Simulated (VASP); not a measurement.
Si2Ge:

```
Si Ge
1.0
     3.17844    0.00000    0.00000
    -1.58922    2.75261    0.00000
     0.00000    0.00000    6.78699
Si Ge
2 1
Direct
  0.00000 0.00000 0.31177
  0.00000 0.00000 0.68823
  0.00000 0.00000 0.00000
```

The cell was built by a generator and needn't be a form met in nature.

```yaml
Program: VASP 6.6.1
Task: relaxation of cell and atoms
Functional: PBE
Potentials_or_basis: VASP PAW PBE potentials, release 64 (Si, Ge_d)
Cutoff: 520 eV
k_mesh: 7 × 7 × 3
Occupations: gaussian, width 0.15 eV
Spin: no spin polarisation
```

At the start: pressure 7.0 GPa; volume 19.79 Å³/atom.

Q: Where does the relaxation end?

A: Over 13 steps the energy falls by 833.6 meV/atom and the volume is 16.51 Å³/atom (-16.6 %); space group P6/mmm (No. 191, to 0.05 Å).

Step by step:
```csv
step,energy change (eV),largest force (eV/Å),pressure (GPa),volume (Å³)
1,0.0000,3.5882,6.96,59.38
2,-1.6212,0.1846,-13.36,65.13
3,-1.7370,0.3915,-12.19,63.80
4,-2.3926,0.1421,-4.84,51.99
5,-2.4010,0.0738,-3.22,50.44
6,-2.4749,0.3115,2.70,47.90
7,-2.4760,0.2382,2.25,48.15
8,-2.4984,0.1989,1.27,49.17
9,-2.4957,0.1340,-0.83,49.71
10,-2.4987,0.1814,0.55,49.36
11,-2.4987,0.1774,0.12,49.39
12,-2.5007,0.0031,-1.14,49.54
13,-2.5007,0.0297,-0.38,49.52
```

Final structure:
```
Si Ge
1.0
     2.75219    0.00000    0.00000
    -1.37609    2.38347    0.00000
     0.00000    0.00000    7.54901
Si Ge
2 1
Direct
  0.00000 0.00000 0.33686
  0.00000 0.00000 0.66314
  0.00000 0.00000 0.00000
```

Caveat: the volume moved by over 15 % at a fixed basis, so the end points are rough.
